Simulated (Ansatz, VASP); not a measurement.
**Cross-check of SrBRh between VASP and Ansatz**

One calculation is typed for both programs; each brings its own data sets and cutoff. How far apart do they land? The cell is generated by rule, not measured, and may not be a known phase. The cell is taken from a series of VASP runs on this material, whose earlier steps may have relaxed, scaled or displaced it; both programs get it as it stands.

Program: Ansatz 0.2.0. Level of theory: plane waves, with VASP 6.6.1 beside it; single point at PBE. Results are calculated unless marked as measured.

## Step 1: Set-up

Symmetry: P-6m2, No. 187, hexagonal system. The conventional cell has a = 3.565 Å, b = 3.565 Å, c = 5.506 Å, α = 90.00°, β = 90.00°, γ = 120.00°. Sr has 2 B at 2.75 Å nearest. Nearest to B lie 3 Rh at 2.06 Å and 2 Sr at 2.75 Å. Rh has 3 B at 2.06 Å nearest. Farther neighbours are not listed.

Structure file:

```cif
data_structure
_symmetry_space_group_name_H-M 'P 1'
_symmetry_Int_Tables_number 1
_cell_length_a 3.5654
_cell_length_b 3.5654
_cell_length_c 5.5060
_cell_angle_alpha 90.000
_cell_angle_beta 90.000
_cell_angle_gamma 120.000
_cell_volume 60.62
loop_
_atom_site_label
_atom_site_type_symbol
_atom_site_fract_x
_atom_site_fract_y
_atom_site_fract_z
_atom_site_occupancy
Sr1 Sr 0.00000 0.00000 0.50000 1
B2 B 0.00000 0.00000 0.00000 1
Rh3 Rh 0.66667 0.33333 0.00000 1
```

## Step 2: Ansatz: single point, PBE

Ansatz runs on its PAW soft_1 files.

A single point gives forces, pressure and levels at one fixed geometry, so differences don't come from the geometry; what else differs is listed under the comparison.

input.yaml reads:

```yaml
crystal:
  lattice:
    - [3.5654050801, -9.0e-10, 0.0]
    - [-1.7827025467, 3.0877313809, 0.0]
    - [0.0, 0.0, 5.5059563869]
  atoms:
    - { symbol: Sr, position: [0.0, 0.0, 0.5] }
    - { symbol: B, position: [0.0, 0.0, 0.0] }
    - { symbol: Rh, position: [0.66666667, 0.33333333, 0.0] }
hamiltonian:
  xc: pbe
  pseudopotentials: { kind: paw, azcp: { folder: soft_1 } }
kpoints:
  mp_grid: { grid: [9, 9, 5] }
scf:
  occupations: { method: fermi_dirac, width: 0.05 }
  n_extra_bands: 4
output:
  forces: true
  stress: true
  eigenvalues: true
  write_density: true
  write_potential: true
  elf: true
  volumetric_format: npy
```

Command:

```bash
$ ansatz run input.yaml --threads 2 --pin off --max-ram 4608MiB --backend cpu --events-out ev --progress --plain --runs-dir out
```

Numbers of over 12 decimals in the logs are rounded to 6 here.

The log of the run:

```text
Warning: the atoms were moved onto the symmetric positions of the space group found under crystal.symmetry.tolerance 1.0e-5 (fractional; no operation is sought that the atoms, as they stand in a round, miss by more than twice it, and no atom is moved by as much as it), and the run uses the moved positions. Before a round's move an operation carried an atom to 2.38e-8 Å from where it should land, the largest such dist [...]
scf.n_extra_bands = 4 over 15 filled bands (N_el = 30.0): the run solves 19 bands
Engine: ansatz 0.2.0, aarch64-unknown-linux-gnu
Pseudopotentials: kind: paw
Pseudopotential: Sr, paw, valence charge 10, recommended cutoff 420 eV (normal), soft_1/Sr.paw.azcp
Pseudopotential: B, paw, valence charge 3, recommended cutoff 420 eV (normal), soft_1/B.paw.azcp
Pseudopotential: Rh, paw, valence charge 17, recommended cutoff 420 eV (normal), soft_1/Rh.paw.azcp
Functional definition: PBE
  parameter kappa = 0.804
  parameter beta = 0.066725
  exchange = pbe_x(kappa = kappa, mu = beta*pi^2/3)
  correlation = pbe_c(beta = beta)
Crystal: 3 atoms, lattice volume = 60.615 Å³
Basis set: ecut = 420 eV, 1153 PW (Γ), exchange–correlation on 48×48×80 points (8 copies of the dense FFT grid, shifted against one another)
Bands: 19, of which v1, the nominal top of the filled ones, is band 15 counted from 1 (14 counted from 0)
Symmetry: 12 space group operations
Space group: P-6m2 (ITA 187), of the structure as read, at distance tolerance 3.9e-5 Å
k-points: 36 of 405 (time reversal used)
Non-local potential: Sr, projectors of the file, l = 0: 3, l = 1: 2, l = 2: 2
Non-local potential: B, projectors of the file, l = 0: 2, l = 1: 2, l = 2: 1
Non-local potential: Rh, projectors of the file, l = 0: 3, l = 1: 2, l = 2: 2, l = 3: 1
PAW form: soft (Blöchl's): semilocal exchange-correlation on the pseudo side does not see the compensation charge
PAW one-centre angular grid: Sr, 110 points (default); XC on 64 Gauss nodes
PAW one-centre angular grid: B, 110 points (default); XC on 64 Gauss nodes
PAW one-centre angular grid: Rh, 590 points (default); XC on 64 Gauss nodes
Initial density: superposition of atomic densities (chi_scale 0.1, normalization cell, long waves kept (reshape's long-wave potential 0.01 eV rms))
Initial wavefunctions: pseudopotential atomic-orbital guess
Functional: x = pbe(κ = 0.804, μ = 0.219515), c = pbe(β = 0.066725)
SCF iter   1: F=—  HF=-10114.198537 eV  |F-HF|=—  |Δ(HF+E_count)|=         —  Δρ=3.20e-1  dr2=1.43e2  ethr=3.10e-3  ⟨swp⟩=8.6  Hψ=4510  notcnv=0
preconditioner: auto → Kerker (q_TF=auto, 2.427 Å⁻¹)  [metal: Δε(μ)=0.013 eV  Ē_g=9.908 eV  σ=0.050 eV  W_gap=0.07  n_scr=22 (ndim 8)  ℏωp=21.3 eV  f_vac=0.000  D(μ)=3.49/eV (n_scr^D=34)]
SCF iter   2: F=—  HF=-10104.027521 eV  |F-HF|=—  |Δ(HF+E_count)|=    1.02e1  Δρ=8.60e-2  dr2=9.68e0  ethr=3.10e-3  ⟨swp⟩=3.1  Hψ=1788  notcnv=0
SCF iter   3: F=—  HF=-10103.114649 eV  |F-HF|=—  |Δ(HF+E_count)|=   9.13e-1  Δρ=2.08e-2  dr2=6.79e-1  ethr=3.10e-3  ⟨swp⟩=2.4  Hψ=1315  notcnv=0
SCF iter   4: F=—  HF=-10103.052565 eV  |F-HF|=—  |Δ(HF+E_count)|=   6.21e-2  Δρ=4.99e-3  dr2=1.50e-2  ethr=2.26e-3  ⟨swp⟩=2.3  Hψ=922  notcnv=0
SCF iter   5: F=—  HF=-10103.054395 eV  |F-HF|=—  |Δ(HF+E_count)|=   1.83e-3  Δρ=2.32e-3  dr2=7.91e-3  ethr=5.00e-5  ⟨swp⟩=2.4  Hψ=1213  notcnv=0
SCF iter   6: F=—  HF=-10103.054642 eV  |F-HF|=—  |Δ(HF+E_count)|=   2.47e-4  Δρ=6.54e-4  dr2=9.69e-4  ethr=2.64e-5  ⟨swp⟩=1.1  Hψ=686  notcnv=0
SCF iter   7: F=—  HF=-10103.054598 eV  |F-HF|=—  |Δ(HF+E_count)|=   4.35e-5  Δρ=3.20e-4  dr2=1.96e-4  ethr=3.23e-6  ⟨swp⟩=1.4  Hψ=806  notcnv=0
SCF iter   8: F=—  HF=-10103.054581 eV  |F-HF|=—  |Δ(HF+E_count)|=   1.77e-5  Δρ=1.20e-4  dr2=2.57e-5  ethr=6.54e-7  ⟨swp⟩=1.1  Hψ=686  notcnv=0
SCF iter   9: F=—  HF=-10103.054552 eV  |F-HF|=—  |Δ(HF+E_count)|=   2.87e-5  Δρ=2.05e-5  dr2=4.57e-7  ethr=8.58e-8  ⟨swp⟩=2.0  Hψ=833  notcnv=0
SCF iter  10: F=-10103.054552 eV  HF=-10103.054552 eV  |F-HF|=2.44e-9  |Δ(HF+E_count)|=   3.61e-8  Δρ=5.27e-6  dr2=1.85e-8  ethr=3.33e-10  ⟨swp⟩=12.2  Hψ=6008  notcnv=0
SCF 1 converged in 10 iterations: F = -10103.054552 eV  dr2 = 1.85e-8
  greatest PAW one-centre occupation: 1.000 electrons in one spin orbital (limit 2), on the Rh atom at site 2 (counted from 0), in its partial waves of l = 0
SCF converged after 10 iterations
Free energy (F): -10103.054552 eV
Harris-Foulkes:  -10103.054552 eV  (|F-HF|=2.44e-9)
Internal energy: -10103.039192 eV  (E = F + TS)
E sigma→0 (E₀):  -10103.046872 eV
Entropy (-TS):   -0.015360 eV (-5.120 meV/atom)
Fermi energy:    10.925904 eV
--- Per-component energies (eV) ---
  E_band       = -333.942773
  E_kinetic    = 816.173852
  E_local      = -3284.586174  (includes V_loc(G=0)·N_el)
  E_nonlocal   = 541.577625
  E_hartree    = 1186.965575
  E_xc         = -408.663964
  E_vxc        = -445.708369  (∫ρ·V_xc dr)
  E_paw        = -6372.348654  (= ΣΔE_a)
  E_vpaw       = -335.332480  (= ΣTr[D̂ρ^β])
  E_aug_tail   = -0.000076  (compensation charges beyond the density's cutoff)
  E_ewald      = -2582.157376
  E_smearing   = -0.015360  (= −TS)
  E_closure    = 0.000000  (closes the sum)
  Σ components = -10103.054552   (vs F -10103.054552, Δ=0.00e0)
--- Forces (eV/Å), atoms counted from 1 ---
  atom   1  Sr     0.00000000    -0.00000000     0.00000000
  atom   2  B      0.00000000     0.00000000    -0.00000000
  atom   3  Rh     0.00000000     0.00000000    -0.00000000
  max |Σ_I F_I| component: 2.04e-16 eV/Å
--- Stress (GPa, compression-positive) ---
        0.050186       0.000000      -0.000000
       -0.000000       0.050186      -0.000000
       -0.000000      -0.000000      -0.062230
  P = ⅓ Tr σ = 0.0127 GPa (0.127 kbar)
--- Band table (eV; the first three rows and the last of 36) ---
  k-point 0: bands = [... 11 lower, 7.4903, 9.0685, 9.0685, 9.7445, 10.8579, 14.0612, 14.0612, 16.6900]
  k-point 1: bands = [... 11 lower, 7.4936, 9.0665, 9.0665, 9.3218, 10.7092, 14.1362, 14.1362, 16.4599]
  k-point 2: bands = [... 11 lower, 7.3912, 8.8624, 9.0626, 9.0626, 10.3979, 14.2801, 14.2801, 16.1873]
  k-point 35: bands = [... 11 lower, 8.0250, 8.3462, 8.9207, 9.2233, 11.2345, 12.0065, 12.8634, 13.0710]
```

Wall time 6.9 s (2 threads of Arm Neoverse N1, shared host); peak memory 0.33 GiB; 12 s of CPU time.

In the SCF lines HF is the Harris–Foulkes energy and dr2 the Hartree energy of the density residual, in eV; the loop may stop once dr2 is under the threshold and the program's other checks hold. Hψ counts applications of the Hamiltonian.

The run ends at a pressure of 0.01 GPa.

## Step 3: VASP: single point, PBE

The same cell, functional, mesh and smearing now go to VASP, with its own data sets and cutoff.

Lines of VASP's logs that name or quote its potential files are left out, and so is its time.

INCAR reads:

```
SYSTEM = SrBRh
PREC = Accurate
ENCUT = 420
EDIFF = 1E-06
NELM = 100
ISMEAR = -1
SIGMA = 0.05
LREAL = .FALSE.
ALGO = Normal
GGA = PE
LORBIT = 11
LWAVE = .FALSE.
LCHARG = .TRUE.
ISIF = 2
LELF = .TRUE.
LVHAR = .TRUE.
```

POSCAR reads:

```
SrBRh
1.0
    3.5654050801     -0.0000000009      0.0000000000
   -1.7827025467      3.0877313809      0.0000000000
    0.0000000000      0.0000000000      5.5059563869
Sr B Rh
1 1 1
Direct
    0.0000000000      0.0000000000      0.5000000000
    0.0000000000      0.0000000000      0.0000000000
    0.6666666700      0.3333333300      0.0000000000
```

KPOINTS reads:

```
Automatic mesh
0
Gamma
9 9 5
0 0 0
```

The projector-augmented-wave data sets are Sr_sv, B and Rh_pv (PBE family, release 64).

Command:

```bash
$ mpirun -np 1 vasp_std
```

The log of the run:

```text
[banner, memory and clock lines left out]
running    1 mpi-ranks, on    1 nodes
 distrk:  each k-point on    1 cores,    1 groups
 distr:  one band on    1 cores,    1 groups

 POSCAR found type information on POSCAR SrB Rh
 POSCAR found :  3 types and       3 ions
 LDA part: xc-table for (Slater+PW92), standard interpolation
 POSCAR, INCAR and KPOINTS ok, starting setup
 FFT: planning ... GRIDC
 FFT: planning ... GRID_SOFT
 FFT: planning ... GRID
 WAVECAR not read
 entering main loop
       N       E                     dE             d eps       ncg     rms          rms(c)
DAV:   1     0.177918950712E+03    0.17792E+03   -0.14884E+04  1360   0.130E+03
DAV:   2    -0.861670728196E+01   -0.18654E+03   -0.18307E+03  1494   0.349E+02
DAV:   3    -0.172429357857E+02   -0.86262E+01   -0.85333E+01  2206   0.646E+01
DAV:   4    -0.173905201371E+02   -0.14758E+00   -0.14736E+00  1574   0.645E+00
DAV:   5    -0.173946071173E+02   -0.40870E-02   -0.40860E-02  1914   0.862E-01    0.228E+01
DAV:   6    -0.163538722774E+02    0.10407E+01   -0.21363E+01  1356   0.291E+01    0.100E+01
DAV:   7    -0.157222185773E+02    0.63165E+00   -0.96740E+00  1520   0.201E+01    0.115E+01
DAV:   8    -0.155559939692E+02    0.16622E+00   -0.88157E-01  1492   0.542E+00    0.480E+00
DAV:   9    -0.155424192148E+02    0.13575E-01   -0.10766E-01  1444   0.242E+00    0.452E-01
DAV:  10    -0.155422483371E+02    0.17088E-03   -0.56009E-03  1652   0.482E-01    0.182E-01
DAV:  11    -0.155423000823E+02   -0.51745E-04   -0.39513E-04  1702   0.116E-01    0.606E-02
DAV:  12    -0.155423051662E+02   -0.50838E-05   -0.77977E-05  1496   0.717E-02    0.124E-02
DAV:  13    -0.155423067434E+02   -0.15772E-05   -0.82308E-06  1552   0.241E-02    0.759E-03
DAV:  14    -0.155423065004E+02    0.24305E-06   -0.78702E-07   768   0.670E-03
   1 F= -.15542307E+02 E0= -.15534574E+02  d E =-.154644E-01
```

Parts of OUTCAR (step 3):

```text
ion  position               nearest neighbor table
   1  0.000  0.000  0.500-   2 2.75   2 2.75   3 3.44   3 3.44   3 3.44   3 3.44   3 3.44   3 3.44

  LATTYP: Found a hexagonal cell.
 ALAT       =     3.5654050801
 C/A-ratio  =     1.5442723234

 Subroutine GETGRP returns: Found 12 space group operations
 (whereof 12 operations were pure point group operations)

The static configuration has the point symmetry D_3h.

 Found     36 irreducible k-points:

   k-points           NKPTS =     36   k-points in BZ     NKDIM =     36   number of bands    NBANDS=     18

   dimension x,y,z NGX =    24 NGY =   24 NGZ =   40
   dimension x,y,z NGXF=    48 NGYF=   48 NGZF=   80

   ENCUT  =  420.0 eV  30.87 Ry    5.56 a.u.   5.96  5.96  9.20*2*pi/ulx,y,z

   NELECT =      28.0000    total number of electrons

 k-points in reciprocal lattice and weights: Automatic mesh
   0.00000000  0.00000000  0.00000000       0.002
   0.11111111  0.00000000  0.00000000       0.015
   0.22222222  0.00000000  0.00000000       0.015
   0.33333333  0.00000000  0.00000000       0.015
   0.44444444  0.00000000  0.00000000       0.015
   0.11111111  0.11111111  0.00000000       0.015
   0.22222222  0.11111111  0.00000000       0.030
   0.33333333  0.11111111  0.00000000       0.030
   0.44444444  0.11111111  0.00000000       0.015
[...]
0.33333333  0.22222222  0.40000000       0.059
   0.33333333  0.33333333  0.40000000       0.010

 average (electrostatic) potential at core
       1 -36.6671       2 -27.8074       3 -77.5539

 E-fermi :   4.9834

 k-point     1 :       0.0000    0.0000    0.0000
  band No.  band energies     occupation
    ...
     11       1.5541      2.00000
     12       3.1370      2.00000
     13       3.1370      2.00000
     14       3.8055      2.00000
     15       4.9160      1.58760
     16       8.1079      0.00000
     17       8.1079      0.00000
     18      10.7385      0.00000

 k-point     2 :       0.1111    0.0000    0.0000
  band No.  band energies     occupation
    ...
     10       0.5655      2.00000
     11       1.7272      2.00000
     12       2.6747      2.00000
     13       3.1014      2.00000
     14       4.3237      2.00000
     15       5.1062      0.15798
     16       7.6646      0.00000
     17       8.3801      0.00000
     18       9.5903      0.00000

 k-point     3 :       0.2222    0.0000    0.0000
  band No.  band energies     occupation
    ...
     10       0.9925      2.00000
     11       2.1076      2.00000
     12       2.1176      2.00000
     13       3.0127      2.00000
     14       4.9664      1.16837
     15       5.5609      0.00002
     16       6.8151      0.00000
     17       8.6539      0.00000
     18       8.9175      0.00000

  Total        0.0092533      0.0092533     -0.0062173     -0.0000000      0.0000000     -0.0000000
  in kB        0.2445819      0.2445819     -0.1643354     -0.0000000      0.0000000     -0.0000000
  external PRESSURE =       0.1082761 kB  Pullay stress =       0.0000000 kB

  energy-cutoff  :      420.00
  volume of cell :       60.62
      direct lattice vectors                 reciprocal lattice vectors
     3.565405080 -0.000000001  0.000000000     0.280473040  0.161931185  0.000000000
    -1.782702547  3.087731381  0.000000000     0.000000000  0.323862369  0.000000000
     0.000000000  0.000000000  5.505956387     0.000000000  0.000000000  0.181621489

 POSITION                                       TOTAL-FORCE (eV/Angst)
 -----------------------------------------------------------------------------------
      0.00000      0.00000      2.75298        -0.000000      0.000000      0.000000
      0.00000      0.00000      0.00000        -0.000000      0.000000      0.000000
      1.78270      1.02924      0.00000         0.000000     -0.000000      0.000000
 -----------------------------------------------------------------------------------
    total drift:                               -0.000025      0.000015      0.000000

  FREE ENERGIE OF THE ION-ELECTRON SYSTEM (eV)
  ---------------------------------------------------
  free  energy   TOTEN  =       -15.5423065004 eV

  energy  without entropy=      -15.5268421055  energy(sigma->0) =      -15.53457430

 total charge
# of ion       s       p       d       tot
------------------------------------------
    1        2.054   5.746   0.265   8.066
    2        0.762   1.004   0.000   1.767
    3        0.473   6.227   7.226  13.926
--------------------------------------------------
tot          3.289  12.978   7.491  23.758

[... 3 further parts left out ...]
```

The run ends at a pressure of 0.01 GPa.

## Step 4: Comparison

Known differences besides the potentials themselves: the data sets hold 30 valence electrons in Ansatz (PAW soft_1 files) and 28 in VASP; VASP leaves aspherical gradient terms in its spheres out (LASPH is not set), Ansatz keeps them. Total energies have different zeros and are not compared.

Compared:

| quantity | Ansatz | VASP | difference |
| --- | --- | --- | --- |
| pressure (GPa) | 0.01 | 0.01 | 0.00 |
| pressure without Ansatz's Pulay correction (GPa) | -0.04 | 0.01 | -0.05 |

Ansatz's pressure holds a Pulay correction of 0.05 GPa; VASP's holds none.

## Step 5: Results

```yaml
difference_in_pressure_single_point_pbe: 0.0019 GPa
```

**Reading.** The difference in pressure is 0.0019 GPa (single point, PBE), within the 1 GPa picked in this series as the mark of a large difference. Such differences can come from data sets, numerical settings and the points named under the comparisons, not from the functional's error against experiment.

[Lines on the potential files, build, host, timing and source positions are cut from VASP's logs without a mark.]

[Logs are printed without paths, hosts, clocks, repeated set-up lines and the standing remarks that a program may print on its own settings, such as how far it seeks lower states.]

[Hosts, paths, dates, database ids (printed as entryN), source tags and the programs' standing remarks are cut or masked in the printed files.]
